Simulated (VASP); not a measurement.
Computed with PBE GGA, VASP's PBE PAW potentials (set 64) (plane waves; VASP).

VASP input:

### INCAR
```
# general
SYSTEM  = TaSi
PREC    = Accurate
ENCUT   = 400
LREAL   = .FALSE.
LASPH   = .TRUE.

# electronic loop
EDIFF   = 1E-7
NELM    = 100
ALGO    = Normal
LMAXMIX = 6

# smearing
ISMEAR  = -5

# functional
GGA     = PE

# ions
ISIF    = 2

# output
LWAVE   = .FALSE.
LCHARG  = .TRUE.
LORBIT  = 11
NEDOS   = 601
```

File POSCAR:
```
TaSi
3.6432280
  0.0000000000   0.7071068184   0.7071068184
  0.7071068184   0.0000000000   0.7071068184
  0.7071068184   0.7071068184   0.0000000000
Ta Si
1 1
Cartesian
  0.0000000000   0.0000000000   0.0000000000
  0.7071068184   0.7071068184   0.7071068184
```

KPOINTS:
```
Automatic mesh
0
Gamma
14 14 14
0 0 0
```

POTCAR, in this order: Ta_pv Si (PBE.64 set). Program: vasp_std.

Unless said otherwise, spin-orbit coupling is left out, though it shifts the bands of the heavy elements here.

Q: What does the run give for the energy per atom (σ→0), band gap (on the k-mesh)?

A: 
```json
{
  "energy per atom (σ→0)": "-8.665 eV/atom",
  "band gap (on the k-mesh)": "none (metal, semimetal or under 0.01 eV)"
}
```

File OSZICAR:
```
...
DAV:   8    -0.173305677469E+02    0.54306E-02   -0.19052E-02  2512   0.105E+00    0.261E-01
DAV:   9    -0.173302328522E+02    0.33489E-03   -0.23393E-03  2650   0.405E-01    0.123E-01
DAV:  10    -0.173302421194E+02   -0.92672E-05   -0.14683E-04  2614   0.128E-01    0.268E-02
DAV:  11    -0.173302416550E+02    0.46436E-06   -0.11095E-05  2663   0.344E-02    0.417E-03
DAV:  12    -0.173302411832E+02    0.47179E-06   -0.79769E-07  3023   0.865E-03    0.161E-03
DAV:  13    -0.173302410354E+02    0.14789E-06   -0.14313E-08  1435   0.107E-03    0.729E-04
DAV:  14    -0.173302410279E+02    0.74037E-08   -0.71855E-09  1285   0.743E-04
   1 F= -.17330241E+02 E0= -.17330241E+02  d E =0.000000E+00
```

The structure was generated: TaSi was put into the rock salt type (Fm-3m), which need not be its known phase. It was relaxed first, which changed the volume by -39 %. The electron count is odd and the run is not spin-polarised, which forces a metal.
